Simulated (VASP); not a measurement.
Input:

```xyz
3
Lattice="-1.5606 1.5606 3.8291 1.5606 -1.5606 3.8291 1.5606 1.5606 -3.8291" Properties=species:S:1:pos:R:3 pbc="T T T"
Si     0.0000     0.0000     5.1043
Si     0.0000     0.0000     2.5540
W      0.0000     0.0000     0.0000
```

Level of theory: PBEsol GGA, VASP's PBE PAW potentials (set 64) (plane waves; VASP). Settings: 500 eV cut-off, 14×14×14 Γ-centred mesh, first-order Methfessel-Paxton smearing of 0.10 eV, potentials Si W_sv.

Unless said otherwise, spin-orbit coupling is left out, though it shifts the bands of the heavy elements here.

Task: What does the run give for the energy per atom (σ→0), pressure, band gap (on the k-mesh) with the smallest direct gap where there is one?

Result: 
- band gap (on the k-mesh): none (metal, semimetal or under 0.01 eV)
- energy per atom (σ→0): -8.824 eV/atom
- pressure: 19.90 GPa

The absolute energy has meaning only against runs of the same code, potentials and settings.

The compound is WSi2 in the MoSi2 type structure. It was relaxed first under an external pressure of 20 GPa.
